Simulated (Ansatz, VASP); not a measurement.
# WS2 (Tungstenite): VASP beside Ansatz

Wanted: the spread between two codes on one cell, functional and k mesh. The cell is taken from a series of runs on this material, whose earlier steps may have relaxed, scaled, displaced or heated it; both programs get it as it stands.

Calculated with Ansatz 0.2.0; plane waves, with VASP 6.6.1 beside it; zone-centre phonons at LDA.

### 1. Starting point

It takes space group P6_3/mmc (No. 194, hexagonal). Conventional cell: a = 3.124 Å, b = 3.124 Å, c = 12.127 Å, α = 90.00°, β = 90.00°, γ = 120.00°. W has 6 S at 2.39 Å nearest. Nearest to S lie 3 W at 2.39 Å. Farther neighbours and most contacts between anions are not listed.

Structure file:

```cif
data_structure
_symmetry_space_group_name_H-M 'P6_3/mmc'
_symmetry_Int_Tables_number 194
_cell_length_a 3.1239
_cell_length_b 3.1239
_cell_length_c 12.1271
_cell_angle_alpha 90.000
_cell_angle_beta 90.000
_cell_angle_gamma 120.000
_cell_volume 102.49
loop_
_atom_site_label
_atom_site_type_symbol
_atom_site_symmetry_multiplicity
_atom_site_Wyckoff_symbol
_atom_site_fract_x
_atom_site_fract_y
_atom_site_fract_z
_atom_site_occupancy
W1 W 2 c 0.33333 0.66667 0.25000 1
S1 S 4 f 0.33333 0.66667 0.62125 1
```

### 2. VASP: zone-centre phonons, LDA

Second derivatives magnify differences that forces hide, and they need a tight electronic threshold.

Lines of VASP's logs that name or quote its potential files are left out, and so is its time.

The input, INCAR:

```
SYSTEM = WS2
PREC = Accurate
ENCUT = 600
EDIFF = 1E-08
NELM = 120
ISMEAR = 0
SIGMA = 0.01
LREAL = .FALSE.
ALGO = Normal
GGA = PW92
NBANDS = 24
LASPH = .TRUE.
LORBIT = 11
LWAVE = .FALSE.
LCHARG = .FALSE.
ISIF = 2
IBRION = 8
LEPSILON = .TRUE.
GGA_COMPAT = .FALSE.
EFERMI = MIDGAP
KPAR = 2
```

The input, POSCAR:

```
WS2
1.0
    3.1239287102      0.0000000000      0.0000000000
   -1.5619643551      2.7054016226      0.0000000000
    0.0000000000      0.0000000000     12.1271244485
W S
2 4
Direct
    0.3333333334      0.6666666668      0.2500000000
    0.6666666668      0.3333333334      0.7500000000
    0.3333333334      0.6666666668      0.6212482311
    0.6666666668      0.3333333334      0.1212482311
    0.3333333334      0.6666666668      0.8787517689
    0.6666666668      0.3333333334      0.3787517689
```

The input, KPOINTS:

```
Automatic mesh
0
Gamma
9 9 2
0 0 0
```

The projector-augmented-wave data sets are W and S (LDA family, release 64).

Launch:

```
mpirun -np 2 vasp_std
```

Log:

```text
[banner, memory and clock lines left out]
running    2 mpi-ranks, on    1 nodes
 distrk:  each k-point on    1 cores,    2 groups
 distr:  one band on    1 cores,    1 groups

 POSCAR found type information on POSCAR W S
 POSCAR found :  2 types and       6 ions
|                                                                             |
|               ----> ADVICE to this user running VASP <----                  |
|                                                                             |
|     You enforced a specific xc type in the INCAR file but a different       |
|     [... a line on the potential file left out ...]
|     I HOPE YOU KNOW WHAT YOU ARE DOING!                                     |
|                                                                             |

 LDA part: xc-table for (Slater(with rela. corr.)+PW92), standard interpolation
 POSCAR, INCAR and KPOINTS ok, starting setup
 FFT: planning ... GRIDC
 FFT: planning ... GRID_SOFT
 FFT: planning ... GRID
 WAVECAR not read
 entering main loop
       N       E                     dE             d eps       ncg     rms          rms(c)
DAV:   1     0.197394051213E+03    0.19739E+03   -0.17787E+04  1152   0.150E+03
DAV:   2    -0.398867386397E+02   -0.23728E+03   -0.22888E+03  1592   0.287E+02
DAV:   3    -0.550661685636E+02   -0.15179E+02   -0.15071E+02  1528   0.701E+01
DAV:   4    -0.553678437082E+02   -0.30168E+00   -0.30055E+00  1576   0.110E+01
DAV:   5    -0.553756507058E+02   -0.78070E-02   -0.78036E-02  1552   0.155E+00    0.415E+01
DAV:   6    -0.531330174504E+02    0.22426E+01   -0.93516E+00  1624   0.150E+01    0.186E+01
DAV:   7    -0.528350763064E+02    0.29794E+00   -0.33022E+00  1488   0.101E+01    0.853E+00
DAV:   8    -0.526908691341E+02    0.14421E+00   -0.49044E-01  1600   0.443E+00    0.132E+00
DAV:   9    -0.526869933509E+02    0.38758E-02   -0.62852E-02  1568   0.139E+00    0.486E-01
DAV:  10    -0.526850756913E+02    0.19177E-02   -0.14295E-02  1632   0.654E-01    0.288E-01
DAV:  11    -0.526849653584E+02    0.11033E-03   -0.18199E-03  1592   0.252E-01    0.714E-02
DAV:  12    -0.526849133277E+02    0.52031E-04   -0.27379E-04  1584   0.104E-01    0.419E-02
DAV:  13    -0.526849127791E+02    0.54859E-06   -0.28608E-05  1608   0.281E-02    0.701E-03
DAV:  14    -0.526849125547E+02    0.22440E-06   -0.12881E-06  1640   0.615E-03    0.331E-03
DAV:  15    -0.526849125527E+02    0.19481E-08   -0.16710E-07  1504   0.228E-03    0.340E-03
DAV:  16    -0.526849125416E+02    0.11152E-07   -0.19949E-08  1008   0.726E-04    0.115E-03
DAV:  17    -0.526849125399E+02    0.16262E-08   -0.78339E-09   888   0.474E-04
   1 F= -.52684913E+02 E0= -.52684913E+02  d E =0.000000E+00
 Linear response reoptimize wavefunctions to high precision
DAV:   1    -0.526849125395E+02    0.40291E-09   -0.21749E-09  1016   0.245E-04
DAV:   2    -0.526849125396E+02   -0.88221E-10   -0.37620E-10   872   0.122E-04
 Linear response G [H, r] |phi>, progress :
  Direction:   1
       N       E                     dE             d eps       ncg     rms
RMM:   1    -0.199657046667E+03   -0.19966E+03   -0.24955E+02  3019   0.943E+01
RMM:   2    -0.151677639339E+03    0.47979E+02   -0.21944E+01  1870   0.270E+01
RMM:   3    -0.152093450218E+03   -0.41581E+00   -0.12462E+00  2019   0.415E+00
RMM:   4    -0.152128130722E+03   -0.34681E-01   -0.47732E-02  2038   0.816E-01
RMM:   5    -0.152129680022E+03   -0.15493E-02   -0.41531E-03  2094   0.193E-01
RMM:   6    -0.152129840673E+03   -0.16065E-03   -0.54714E-04  2114   0.500E-02
RMM:   7    -0.152129849730E+03   -0.90566E-05   -0.26136E-04  2170   0.157E-02
RMM:   8    -0.152129850664E+03   -0.93383E-06   -0.46032E-04  2218   0.730E-03
RMM:   9    -0.152129851513E+03   -0.84937E-06   -0.37434E-04  2297   0.529E-03
RMM:  10    -0.152129851408E+03    0.10541E-06   -0.11611E-05  2044   0.457E-03
RMM:  11    -0.152129851347E+03    0.60382E-07   -0.34231E-04  1863   0.439E-03
RMM:  12    -0.152129851188E+03    0.15934E-06   -0.10231E-04  1656   0.435E-03
RMM:  13    -0.152129850948E+03    0.23944E-06   -0.20010E-04  1610   0.434E-03
 Linear response G [H, r] |phi>, progress :
  Direction:   2
       N       E                     dE             d eps       ncg     rms
RMM:   1    -0.209489166434E+03   -0.20949E+03   -0.44042E+02  3015   0.920E+01
RMM:   2    -0.161503499872E+03    0.47986E+02   -0.18961E+01  1918   0.249E+01
RMM:   3    -0.161917275297E+03   -0.41378E+00   -0.12207E+00  2020   0.374E+00
RMM:   4    -0.161947994946E+03   -0.30720E-01   -0.44994E-02  2032   0.753E-01
RMM:   5    -0.161949389854E+03   -0.13949E-02   -0.43968E-03  2082   0.184E-01
RMM:   6    -0.161949521616E+03   -0.13176E-03   -0.43872E-04  2104   0.476E-02
RMM:   7    -0.161949529084E+03   -0.74678E-05   -0.18059E-04  2171   0.158E-02
RMM:   8    -0.161949529021E+03    0.63247E-07   -0.21186E-04  2224   0.740E-03
[...]
RMM:   1    -0.382151446459E+01   -0.38215E+01   -0.23149E+01  4646   0.791E+00
RMM:   2    -0.394100076164E+01   -0.11949E+00   -0.14283E-01  3913   0.150E+00    0.367E+00
RMM:   3    -0.378567941876E+01    0.15532E+00   -0.14835E-01  4161   0.169E+00    0.199E+00
RMM:   4    -0.387362816321E+01   -0.87949E-01   -0.12043E-01  4144   0.155E+00    0.401E-01
RMM:   5    -0.390071736621E+01   -0.27089E-01   -0.60373E-03  4233   0.419E-01    0.532E-02
[...]
Linear response progress:
  Degree of freedom:   1/  4
       N       E                     dE             d eps       ncg     rms          rms(c)
RMM:   1    -0.115831500197E+00   -0.11583E+00   -0.10641E-01  6976   0.145E+00
RMM:   2    -0.110406330915E+00    0.54252E-02   -0.43549E-03  6418   0.300E-01    0.190E-01
RMM:   3    -0.109871069448E+00    0.53526E-03   -0.46871E-04  6567   0.887E-02    0.112E-01
RMM:   4    -0.109715090720E+00    0.15598E-03   -0.36312E-04  6400   0.920E-02    0.142E-02
RMM:   5    -0.109759177406E+00   -0.44087E-04   -0.10908E-05  7002   0.125E-02    0.400E-03
RMM:   6    -0.109771876374E+00   -0.12699E-04   -0.97926E-07  6966   0.307E-03    0.548E-04
RMM:   7    -0.109771166643E+00    0.70973E-06    0.56184E-07  7328   0.688E-04    0.198E-04
RMM:   8    -0.109770509795E+00    0.65685E-06   -0.10554E-07  7460   0.249E-04    0.576E-05
RMM:   9    -0.109770359184E+00    0.15061E-06   -0.10739E-07  7548   0.933E-05    0.252E-05
RMM:  10    -0.109770311102E+00    0.48082E-07    0.25529E-08  7656   0.539E-05    0.570E-06
RMM:  11    -0.109770329969E+00   -0.18867E-07   -0.99109E-09  7619   0.400E-05    0.215E-06
RMM:  12    -0.109770339384E+00   -0.94153E-08   -0.46388E-08  7458   0.357E-05    0.572E-07
 first order change of Fermi-energy  -0.10721E-03
 force on displaced ion       1 direction 1 : -22.849  -0.000   0.000
 Born effective charge ion    1 direction 1 :  -0.745   0.001   0.000
 Linear response progress:
  Degree of freedom:   2/  4
       N       E                     dE             d eps       ncg     rms          rms(c)
RMM:   1    -0.170092263942E+00   -0.17009E+00   -0.18525E-01  2507   0.166E+00
RMM:   2    -0.149289870769E+00    0.20802E-01   -0.89409E-03  1855   0.453E-01    0.198E-01
RMM:   3    -0.148536584730E+00    0.75329E-03   -0.92892E-04  1955   0.124E-01    0.119E-01
RMM:   4    -0.148421464628E+00    0.11512E-03   -0.34259E-04  1873   0.886E-02    0.500E-02
RMM:   5    -0.148549660067E+00   -0.12820E-03   -0.29409E-05  1975   0.267E-02    0.140E-02
RMM:   6    -0.148581672497E+00   -0.32012E-04   -0.16887E-05  1966   0.112E-02    0.232E-03
RMM:   7    -0.148589068753E+00   -0.73963E-05   -0.43326E-06  2117   0.223E-03    0.175E-03
RMM:   8    -0.148587396156E+00    0.16726E-05   -0.68712E-07  2087   0.539E-04    0.810E-04
RMM:   9    -0.148590163384E+00   -0.27672E-05   -0.75162E-07  2120   0.348E-04    0.344E-04
RMM:  10    -0.148589631780E+00    0.53160E-06   -0.13192E-06  2205   0.174E-04    0.948E-05
RMM:  11    -0.148589511542E+00    0.12024E-06   -0.10042E-07  2230   0.103E-04    0.162E-05
RMM:  12    -0.148589519397E+00   -0.78547E-08   -0.32513E-08  2310   0.849E-05    0.942E-06
 first order change of Fermi-energy  -0.14219E-05
 force on displaced ion       1 direction 3 :   0.000  -0.000 -34.179
 Born effective charge ion    1 direction 3 :   0.000  -0.000  -0.579
 Linear response progress:
  Degree of freedom:   3/  4
       N       E                     dE             d eps       ncg     rms          rms(c)
RMM:   1    -0.928245982690E-01   -0.92825E-01    0.35438E-03  9089   0.170E+00
RMM:   2    -0.913000238049E-01    0.15246E-02   -0.23012E-03  6403   0.283E-01    0.129E-01
RMM:   3    -0.915576732426E-01   -0.25765E-03   -0.19461E-04  7102   0.584E-02    0.760E-02
RMM:   4    -0.919219427867E-01   -0.36427E-03   -0.11491E-04  6875   0.447E-02    0.115E-02
RMM:   5    -0.918177803612E-01    0.10416E-03   -0.63411E-06  7216   0.128E-02    0.469E-03
RMM:   6    -0.918124518200E-01    0.53285E-05   -0.27700E-07  7531   0.268E-03    0.198E-03
RMM:   7    -0.918284440121E-01   -0.15992E-04   -0.18583E-06  7063   0.157E-03    0.505E-04
RMM:   8    -0.918276696341E-01    0.77438E-06    0.14265E-07  7487   0.486E-04    0.145E-04
RMM:   9    -0.918274528820E-01    0.21675E-06   -0.54645E-07  7860   0.199E-04    0.878E-05
RMM:  10    -0.918267759597E-01    0.67692E-06    0.82533E-08  7525   0.157E-04    0.226E-05
RMM:  11    -0.918269604174E-01   -0.18446E-06   -0.19656E-07  7748   0.121E-04    0.589E-06
RMM:  12    -0.918269713195E-01   -0.10902E-07    0.14691E-08  7916   0.109E-04    0.141E-06
RMM:  13    -0.918269776346E-01   -0.63151E-08   -0.10523E-07  7059   0.105E-04    0.558E-07
RMM:  14    -0.918269747867E-01    0.28478E-08   -0.69377E-08  5596   0.104E-04    0.177E-07
 first order change of Fermi-energy   0.18545E-04
 force on displaced ion       3 direction 1 : -11.086   0.001  -0.000
 Born effective charge ion    3 direction 1 :   0.369  -0.000  -0.000
 Linear response progress:
  Degree of freedom:   4/  4
       N       E                     dE             d eps       ncg     rms          rms(c)
RMM:   1    -0.155217844260E+00   -0.15522E+00    0.74873E-03  2661   0.182E+00
RMM:   2    -0.149257813932E+00    0.59600E-02   -0.39267E-03  1894   0.353E-01    0.359E-01
RMM:   3    -0.149206350874E+00    0.51463E-04   -0.59797E-04  1985   0.105E-01    0.257E-01
RMM:   4    -0.149366413480E+00   -0.16006E-03   -0.21466E-04  1988   0.602E-02    0.345E-02
RMM:   5    -0.149390163882E+00   -0.23750E-04   -0.69097E-05  1999   0.306E-02    0.118E-02
RMM:   6    -0.149373091660E+00    0.17072E-04   -0.26222E-06  2099   0.968E-03    0.335E-03
RMM:   7    -0.149374346122E+00   -0.12545E-05    0.19640E-06  2157   0.240E-03    0.205E-03
RMM:   8    -0.149379746861E+00   -0.54007E-05    0.12077E-06  2162   0.138E-03    0.659E-04
RMM:   9    -0.149381164952E+00   -0.14181E-05   -0.11455E-07  2157   0.588E-04    0.309E-04
RMM:  10    -0.149381191059E+00   -0.26107E-07    0.41885E-07  2266   0.331E-04    0.178E-04
RMM:  11    -0.149381089124E+00    0.10193E-06   -0.14601E-07  2219   0.226E-04    0.851E-05
RMM:  12    -0.149381165079E+00   -0.75954E-07   -0.34471E-07  2289   0.191E-04    0.246E-05
RMM:  13    -0.149381239266E+00   -0.74187E-07    0.20536E-07  2353   0.158E-04    0.769E-06
RMM:  14    -0.149381256979E+00   -0.17713E-07    0.27709E-07  2353   0.146E-04    0.187E-06
RMM:  15    -0.149381256186E+00    0.79271E-09    0.25175E-07  2336   0.142E-04    0.103E-06
RMM:  16    -0.149381254513E+00    0.16736E-08    0.19984E-07  1864   0.141E-04    0.267E-07
RMM:  17    -0.149381254383E+00    0.13014E-09    0.20068E-07  1609   0.141E-04    0.151E-07
RMM:  18    -0.149381254547E+00   -0.16418E-09    0.18075E-07  1582   0.141E-04    0.761E-08
 first order change of Fermi-energy   0.75062E+00
 force on displaced ion       3 direction 3 :   0.000  -0.000 -19.382
 Born effective charge ion    3 direction 3 :   0.000   0.000   0.283
 Born effective charges drift removed
 Linear response finished
```

[end of part 1 of 3]

[Lines on the potential files, build, host, timing and source positions are cut from VASP's logs without a mark.]

[Logs are printed without paths, hosts, clocks, repeated set-up lines and the standing remarks that a program may print on its own settings, such as how far it seeks lower states.]

[Hosts, paths, dates, database ids (printed as entryN), source tags and the programs' standing remarks are cut or masked in the printed files.]
